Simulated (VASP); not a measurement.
# A VASP study of Titanium (r2SCAN): structure first, properties next

What structure does Titanium take at this level, and what are its properties? The steps: full relaxation (r2SCAN), second relaxation, density, ELF and potential (r2SCAN), band structure (r2SCAN), total and projected DOS (r2SCAN), volume scan with r2SCAN, fit for r2SCAN and electric field gradients (r2SCAN). Left out of this account: 1 further run (relaxation: a spoilt try). This is not the structure that Ti takes at ambient conditions. The start is a cell from a database of measured crystal structures.

Method: r2SCAN; plane waves and PAW (Ti_sv), in VASP 6.6.1.

### Step 1. The structure

Before any relaxation, the start is as follows. The structure is cubic, space group Im-3m (No. 229). Conventional cell: a = 3.282 Å, b = 3.282 Å, c = 3.282 Å, α = 90.00°, β = 90.00°, γ = 90.00°. Ti has 8 Ti at 2.84 Å nearest.

### Step 2. Full relaxation (r2SCAN)

Properties are meant for the cell that this level of theory prefers, so cell and atoms are relaxed first (ISIF = 3) until forces and stress are small; EDIFFG sets the threshold. r2SCAN adds the kinetic-energy density, costs more than a GGA and is run with LASPH.

Input file INCAR:

```
SYSTEM = Ti
PREC = Accurate
ENCUT = 400
EDIFF = 1E-06
NELM = 100
ISMEAR = 1
SIGMA = 0.2
LREAL = .FALSE.
ALGO = Normal
METAGGA = R2SCAN
LASPH = .TRUE.
NBANDS = 12
LORBIT = 11
LWAVE = .FALSE.
LCHARG = .FALSE.
KPAR = 2
IBRION = 2
NSW = 60
ISIF = 3
EDIFFG = -0.01
```

Input file POSCAR:

```
Ti
1.0
   -1.6410000000      1.6410000000      1.6410000000
    1.6410000000     -1.6410000000      1.6410000000
    1.6410000000      1.6410000000     -1.6410000000
Ti
1
Direct
    0.0000000000      0.0000000000      0.0000000000
```

Input file KPOINTS:

```
Automatic mesh
0
Gamma
10 10 10
0 0 0
```

Potentials, in the order of the species: Ti_sv (PBE family, release 64).

The run is started by

```
$ mpirun -np 2 vasp_std
```

Output:

```text
[banner, memory and clock lines left out]
running    2 mpi-ranks, on    1 nodes
 distrk:  each k-point on    1 cores,    2 groups
 distr:  one band on    1 cores,    1 groups

 POSCAR found type information on POSCAR Ti
 POSCAR found :  1 types and       1 ions
|                                                                             |
|               ----> ADVICE to this user running VASP <----                  |
|                                                                             |
|     You enforced a specific xc type in the INCAR file but a different       |
|     [... a line on the potential file left out ...]
|     I HOPE YOU KNOW WHAT YOU ARE DOING!                                     |
|                                                                             |

 LDA part: xc-table for (None), standard interpolation
 POSCAR, INCAR and KPOINTS ok, starting setup
 FFT: planning ... GRIDC
 FFT: planning ... GRID_SOFT
 FFT: planning ... GRID
 WAVECAR not read
 entering main loop
       N       E                     dE             d eps       ncg     rms          rms(c)
DAV:   1     0.744776324007E+02    0.74478E+02   -0.57340E+03  1128   0.103E+03
DAV:   2    -0.129504215133E+02   -0.87428E+02   -0.85487E+02  1156   0.282E+02
DAV:   3    -0.170880254555E+02   -0.41376E+01   -0.40962E+01  1528   0.641E+01
DAV:   4    -0.171673833974E+02   -0.79358E-01   -0.79274E-01  1312   0.820E+00
DAV:   5    -0.171687415515E+02   -0.13582E-02   -0.13581E-02  1328   0.997E-01    0.979E+00
DAV:   6    -0.127754038717E+02    0.43933E+01   -0.51366E+00  1300   0.369E+01    0.165E+00
DAV:   7    -0.127927232095E+02   -0.17319E-01   -0.97595E-02  1216   0.297E+00    0.102E+00
DAV:   8    -0.128066295361E+02   -0.13906E-01   -0.48815E-02  1520   0.229E+00    0.393E-01
DAV:   9    -0.128053072206E+02    0.13223E-02   -0.11333E-02  1208   0.155E+00    0.118E-01
DAV:  10    -0.128049692350E+02    0.33799E-03   -0.84995E-04  1252   0.453E-01    0.234E-02
DAV:  11    -0.128049930570E+02   -0.23822E-04   -0.64996E-05  1348   0.628E-02    0.228E-03
DAV:  12    -0.128049901762E+02    0.28808E-05   -0.54049E-06  1240   0.220E-02    0.197E-03
DAV:  13    -0.128049907417E+02   -0.56551E-06   -0.45949E-07   804   0.560E-03
   1 F= -.12804991E+02 E0= -.12805691E+02  d E =-.128050E+02
 curvature:   0.00 expect dE= 0.000E+00 dE for cont linesearch  0.000E+00
 trial: gam= 0.00000 g(F)=  0.294E-61 g(S)=  0.154E-01 ort = 0.000E+00 (trialstep = 0.100E+01)
 search vector abs. value=  0.154E-01
 bond charge predicted
       N       E                     dE             d eps       ncg     rms          rms(c)
DAV:   1    -0.131961671698E+02   -0.39118E+00   -0.73963E+00  1308   0.403E+01    0.530E+00
DAV:   2    -0.128085209204E+02    0.38765E+00   -0.94936E-01  1272   0.148E+01    0.127E+00
DAV:   3    -0.127949533574E+02    0.13568E-01   -0.10340E-01  1616   0.266E+00    0.407E-01
DAV:   4    -0.128009529622E+02   -0.59996E-02   -0.11547E-02  1436   0.735E-01    0.154E-01
DAV:   5    -0.128064315633E+02   -0.54786E-02   -0.11340E-02  1372   0.462E-01    0.208E-01
DAV:   6    -0.128073714131E+02   -0.93985E-03   -0.17110E-03  1492   0.359E-01    0.109E-02
DAV:   7    -0.128073376022E+02    0.33811E-04   -0.99119E-05  1236   0.105E-01    0.110E-02
DAV:   8    -0.128073348495E+02    0.27527E-05   -0.30462E-05  1268   0.778E-02    0.146E-02
DAV:   9    -0.128073292773E+02    0.55722E-05   -0.39298E-06  1240   0.319E-02    0.359E-03
DAV:  10    -0.128073274576E+02    0.18197E-05   -0.16130E-07   608   0.618E-03    0.145E-03
DAV:  11    -0.128073274002E+02    0.57414E-07   -0.29140E-08   580   0.162E-03
   2 F= -.12807327E+02 E0= -.12808398E+02  d E =-.233666E-02
 trial-energy change:   -0.002337  1 .order   -0.002151   -0.015412    0.011110
 step:   0.5913(harm=  0.5811)  dis= 0.00000  next Energy=   -12.809585 (dE=-0.459E-02)
 bond charge predicted
       N       E                     dE             d eps       ncg     rms          rms(c)
DAV:   1    -0.128768846631E+02   -0.69557E-01   -0.12693E+00  1288   0.172E+01    0.222E+00
DAV:   2    -0.128092234141E+02    0.67661E-01   -0.18799E-01  1264   0.638E+00    0.483E-01
DAV:   3    -0.128075247098E+02    0.16987E-02   -0.15198E-02  1604   0.923E-01    0.145E-01
DAV:   4    -0.128085881747E+02   -0.10635E-02   -0.18239E-03  1380   0.257E-01    0.713E-02
DAV:   5    -0.128095643111E+02   -0.97614E-03   -0.21879E-03  1408   0.182E-01    0.852E-02
DAV:   6    -0.128096560425E+02   -0.91731E-04   -0.19307E-04  1312   0.109E-01    0.114E-02
DAV:   7    -0.128096618956E+02   -0.58532E-05   -0.67989E-06  1292   0.207E-02    0.725E-03
DAV:   8    -0.128096586971E+02    0.31986E-05   -0.42511E-06  1244   0.310E-02    0.626E-03
DAV:   9    -0.128096621346E+02   -0.34376E-05   -0.10937E-06   872   0.151E-02    0.912E-04
DAV:  10    -0.128096625033E+02   -0.36870E-06   -0.59670E-08   572   0.257E-03
   3 F= -.12809663E+02 E0= -.12810546E+02  d E =-.467176E-02
 curvature:  -0.29 expect dE=-0.805E-07 dE for cont linesearch -0.805E-07
 trial: gam= 0.00000 g(F)=  0.364E-61 g(S)=  0.277E-06 ort =-0.654E-04 (trialstep = 0.918E+00)
 search vector abs. value=  0.277E-06
 reached required accuracy - stopping structural energy minimisation
```

It took 23 s on 2 MPI ranks of Intel Xeon 6975P-C (Granite Rapids), shared host; peak memory 0.25 GiB; 44 s of CPU time.

The logs omit lines about the potential files and the build; timing stands in the text.

OUTCAR, selected parts (step 2):

```text
ion  position               nearest neighbor table
   1  0.000  0.000  0.000-

  LATTYP: Found a body centered cubic cell.
 ALAT       =     3.2820000000

 Subroutine GETGRP returns: Found 48 space group operations
 (whereof 48 operations were pure point group operations)

The static configuration has the point symmetry O_h .

 Found     47 irreducible k-points:

   k-points           NKPTS =     47   k-points in BZ     NKDIM =     47   number of bands    NBANDS=     12

   dimension x,y,z NGX =    20 NGY =   20 NGZ =   20
   dimension x,y,z NGXF=    40 NGYF=   40 NGZF=   40

   ENCUT  =  400.0 eV  29.40 Ry    5.42 a.u.   4.64  4.64  4.64*2*pi/ulx,y,z

   NELECT =      12.0000    total number of electrons

 k-points in reciprocal lattice and weights: Automatic mesh
   0.00000000  0.00000000  0.00000000       0.001
   0.10000000  0.00000000  0.00000000       0.012
   0.20000000  0.00000000  0.00000000       0.012
   0.30000000  0.00000000  0.00000000       0.012
   0.40000000  0.00000000  0.00000000       0.012
   0.50000000  0.00000000  0.00000000       0.006
   0.10000000  0.10000000  0.00000000       0.024
   0.20000000  0.10000000  0.00000000       0.048
   0.30000000  0.10000000  0.00000000       0.048
[...]
0.50000000  0.50000000  0.40000000       0.012
   0.50000000  0.50000000  0.50000000       0.001

 average (electrostatic) potential at core
       1 -76.7658

 E-fermi :   8.2245

 k-point     1 :       0.0000    0.0000    0.0000
  band No.  band energies     occupation
      1     -50.6520      2.00000
      2     -25.4506      2.00000
      3     -25.4506      2.00000
      4     -25.4505      2.00000
      5       1.8985      2.00000
      6       9.3838     -0.00000
      7       9.3838     -0.00000
      8       9.3838     -0.00000
      9      11.1840     -0.00000
     10      11.1840     -0.00000
    ...

 k-point     2 :       0.1000    0.0000    0.0000
  band No.  band energies     occupation
      1     -50.6385      2.00000
      2     -25.5220      2.00000
      3     -25.4721      2.00000
      4     -25.4511      2.00000
      5       2.2521      2.00000
      6       9.2191     -0.00000
      7       9.3194     -0.00000
      8       9.6397     -0.00000
      9      11.0099     -0.00000
     10      11.1943     -0.00000
    ...

 k-point     3 :       0.2000    0.0000    0.0000
  band No.  band energies     occupation
      1     -50.6030      2.00000
      2     -25.7061      2.00000
      3     -25.5281      2.00000
      4     -25.4525      2.00000
      5       3.2296      2.00000
      6       8.8135     -0.00025
      7       8.9847     -0.00000
      8      10.3574     -0.00000
      9      10.8488     -0.00000
     10      11.2436     -0.00000
    ...

  Total        0.0013844      0.0013844      0.0013844      0.0000000      0.0000000     -0.0000000
  in kB        0.1290529      0.1290529      0.1290529      0.0000000      0.0000000     -0.0000000
  external PRESSURE =       0.1290529 kB  Pullay stress =       0.0000000 kB

  energy-cutoff  :      400.00
  volume of cell :       17.19
      direct lattice vectors                 reciprocal lattice vectors
    -1.625725471  1.625725471  1.625725471     0.000000000  0.307555002  0.307555002
     1.625725471 -1.625725471  1.625725471     0.307555002  0.000000000  0.307555002
     1.625725471  1.625725471 -1.625725471     0.307555002  0.307555002  0.000000000

 POSITION                                       TOTAL-FORCE (eV/Angst)
 -----------------------------------------------------------------------------------
     -0.00000      0.00000      0.00000        -0.000000      0.000000     -0.000000
 -----------------------------------------------------------------------------------
    total drift:                                0.000000     -0.000000      0.000000

  FREE ENERGIE OF THE ION-ELECTRON SYSTEM (eV)
  ---------------------------------------------------
  free  energy   TOTEN  =       -12.8096625033 eV

  energy  without entropy=      -12.8123118618  energy(sigma->0) =      -12.81054562

 reached required accuracy - stopping structural energy minimisation

 total charge
# of ion       s       p       d       tot
------------------------------------------
    1        2.241   6.133   1.862  10.235

[... 3 further parts left out ...]
```

CONTCAR:

```
Ti
   1.00000000000000
    -1.6257254714293790    1.6257254714293790    1.6257254714293790
     1.6257254714293790   -1.6257254714293790    1.6257254714293790
     1.6257254714293790    1.6257254714293790   -1.6257254714293790
  Ti
     1
Direct
     0.0000000000000000    0.0000000000000000    0.0000000000000000
```

The k-mesh is coarse for a metal. The PAW data sets were made with PBE, which is usual practice but a small mismatch for other functionals. The run keeps the 48 symmetry operations of its start, so it cannot find a distortion of lower symmetry.

Relaxation path:

| step | energy less that of the first step (eV) | largest force (eV/Å) | pressure (GPa) | volume (Å³) |
| --- | --- | --- | --- | --- |
| 1 | 0.0000 | 0.0000 | -2.96 | 17.68 |
| 2 | -0.0023 | 0.0000 | 2.24 | 16.85 |
| 3 | -0.0047 | 0.0000 | 0.01 | 17.19 |

| conventional cell, symmetrised | before | after | change |
| --- | --- | --- | --- |
| a (Å) | 3.282 | 3.251 | -0.9 % |
| b (Å) | 3.282 | 3.251 | -0.9 % |
| c (Å) | 3.282 | 3.251 | -0.9 % |
| volume (Å³/atom) | 17.68 | 17.19 | -2.8 % |

Final coordinates:

```xyz
1
Lattice="-1.6257 1.6257 1.6257 1.6257 -1.6257 1.6257 1.6257 1.6257 -1.6257" Properties=species:S:1:pos:R:3 pbc="T T T"
Ti    0.0000    0.0000    0.0000
```

This step gave:

| Quantity | Value |
| --- | --- |
| electrons | 12 |
| bands | 12 |
| irreducible k-points | 47 |
| symmetry operations | 48 |
| free energy (TOTEN) | -12.81 eV |
| energy at zero smearing | -12.81 eV |
| Fermi energy | 8.225 eV |
| pressure | 0.01291 GPa |
| metallic | yes |
| SCF cycles over all ionic steps | 34 |

It ends with forces that vanish by symmetry and a pressure of 0.01 GPa. The volume lies -2.8 % from that of the database's start, which holds the thermal and zero-point expansion of its experiment.

### Step 3. Second relaxation

The basis stayed that of the start cell while the cell moved. A rerun from the cell reached resets it; the error of the finite cutoff stays.

INCAR is that of step 2.

Input file POSCAR:

```
Ti
1.0
   -1.6257254714      1.6257254714      1.6257254714
    1.6257254714     -1.6257254714      1.6257254714
    1.6257254714      1.6257254714     -1.6257254714
Ti
1
Direct
    0.0000000000      0.0000000000      0.0000000000
```

KPOINTS is that of step 2.

The run is started by

```
$ mpirun -np 2 vasp_std
```

Output:

```text
[banner, memory and clock lines left out]
running    2 mpi-ranks, on    1 nodes
 distrk:  each k-point on    1 cores,    2 groups
 distr:  one band on    1 cores,    1 groups

 POSCAR found type information on POSCAR Ti
 POSCAR found :  1 types and       1 ions
 [... a notice as in an earlier step ...]

 LDA part: xc-table for (None), standard interpolation
 POSCAR, INCAR and KPOINTS ok, starting setup
 FFT: planning ... GRIDC
 FFT: planning ... GRID_SOFT
 FFT: planning ... GRID
 WAVECAR not read
 entering main loop
       N       E                     dE             d eps       ncg     rms          rms(c)
DAV:   1     0.715011958186E+02    0.71501E+02   -0.58419E+03  1148   0.104E+03
DAV:   2    -0.133994403517E+02   -0.84901E+02   -0.82944E+02  1156   0.278E+02
DAV:   3    -0.170572473376E+02   -0.36578E+01   -0.36152E+01  1472   0.618E+01
DAV:   4    -0.171333691732E+02   -0.76122E-01   -0.76049E-01  1284   0.783E+00
DAV:   5    -0.171351108183E+02   -0.17416E-02   -0.17416E-02  1328   0.112E+00    0.101E+01
DAV:   6    -0.127766417168E+02    0.43585E+01   -0.49989E+00  1300   0.365E+01    0.166E+00
DAV:   7    -0.127941969521E+02   -0.17555E-01   -0.96211E-02  1220   0.293E+00    0.104E+00
DAV:   8    -0.128092753161E+02   -0.15078E-01   -0.51366E-02  1536   0.238E+00    0.422E-01
DAV:   9    -0.128081468737E+02    0.11284E-02   -0.15876E-02  1204   0.188E+00    0.205E-01
DAV:  10    -0.128073148061E+02    0.83207E-03   -0.22942E-03  1216   0.756E-01    0.296E-02
DAV:  11    -0.128073330086E+02   -0.18203E-04   -0.57684E-05  1384   0.744E-02    0.443E-03
DAV:  12    -0.128073316390E+02    0.13696E-05   -0.41115E-06  1208   0.180E-02    0.177E-03
DAV:  13    -0.128073317785E+02   -0.13947E-06   -0.27522E-07   684   0.515E-03
   1 F= -.12807332E+02 E0= -.12808214E+02  d E =-.128073E+02
 curvature:   0.00 expect dE= 0.000E+00 dE for cont linesearch  0.000E+00
 trial: gam= 0.00000 g(F)=  0.502E-61 g(S)=  0.315E-05 ort = 0.000E+00 (trialstep = 0.100E+01)
 search vector abs. value=  0.315E-05
 reached required accuracy - stopping structural energy minimisation
```

The job ended after 7.4 s (2 MPI ranks; peak memory 0.21 GiB).

OUTCAR, selected parts (step 3):

```text
  LATTYP: Found a body centered cubic cell.
 ALAT       =     3.2514509428

The static configuration has the point symmetry O_h .

 Found     47 irreducible k-points:

   dimension x,y,z NGX =    18 NGY =   18 NGZ =   18
   dimension x,y,z NGXF=    36 NGYF=   36 NGZF=   36

   ENCUT  =  400.0 eV  29.40 Ry    5.42 a.u.   4.59  4.59  4.59*2*pi/ulx,y,z

   NELECT =      12.0000    total number of electrons

 E-fermi :   8.2251

 k-point     1 :       0.0000    0.0000    0.0000
  band No.  band energies     occupation
      1     -50.6507      2.00000
      2     -25.4500      2.00000
      3     -25.4500      2.00000
      4     -25.4500      2.00000
      5       1.9008      2.00000
      6       9.3842     -0.00000
      7       9.3842     -0.00000
      8       9.3842     -0.00000
      9      11.1842     -0.00000
     10      11.1842     -0.00000
    ...

 k-point     2 :       0.1000    0.0000    0.0000
  band No.  band energies     occupation
      1     -50.6371      2.00000
      2     -25.5215      2.00000
      3     -25.4716      2.00000
      4     -25.4505      2.00000
      5       2.2551      2.00000
      6       9.2195     -0.00000
      7       9.3200     -0.00000
      8       9.6401     -0.00000
      9      11.0101     -0.00000
     10      11.1947     -0.00000
    ...

  Total        0.0046621      0.0046621      0.0046621      0.0000000     -0.0000000      0.0000000
  in kB        0.4346001      0.4346001      0.4346001      0.0000000     -0.0000000      0.0000000
  external PRESSURE =       0.4346001 kB  Pullay stress =       0.0000000 kB

 POSITION                                       TOTAL-FORCE (eV/Angst)
 -----------------------------------------------------------------------------------
      0.00000      0.00000      0.00000        -0.000000      0.000000      0.000000
 -----------------------------------------------------------------------------------
    total drift:                                0.000000     -0.000000      0.000000

  FREE ENERGIE OF THE ION-ELECTRON SYSTEM (eV)
  ---------------------------------------------------
  free  energy   TOTEN  =       -12.8073317785 eV

  energy  without entropy=      -12.8099770692  energy(sigma->0) =      -12.80821354

 total charge
# of ion       s       p       d       tot
------------------------------------------
    1        2.240   6.133   1.861  10.235

[... 5 parts as in an earlier step ...]

[... 6 further parts left out ...]
```

Little changed from the start: no atom moved by 0.005 Å and no cell edge by 0.1 %.

This step gave:

```yaml
pressure: 0.04346 GPa
scf_cycles_over_all_ionic_steps: 13
```

It ends with forces that vanish by symmetry and a pressure of 0.04 GPa. The volume moved by under 0.01 %: the run met its threshold at the first step.

(Part 1 of 4 ends here.)

[Lines on the potential files, build, host, timing and source positions are cut from VASP's logs without a mark.]

[Logs are printed without paths, hosts, clocks, repeated set-up lines and the standing remarks that a program may print on its own settings, such as how far it seeks lower states.]

[Hosts, paths, dates, database ids (printed as entryN), source tags and the programs' standing remarks are cut or masked in the printed files.]

[A measured line is paired with the nearest computed mode of its activity, which favours agreement.]
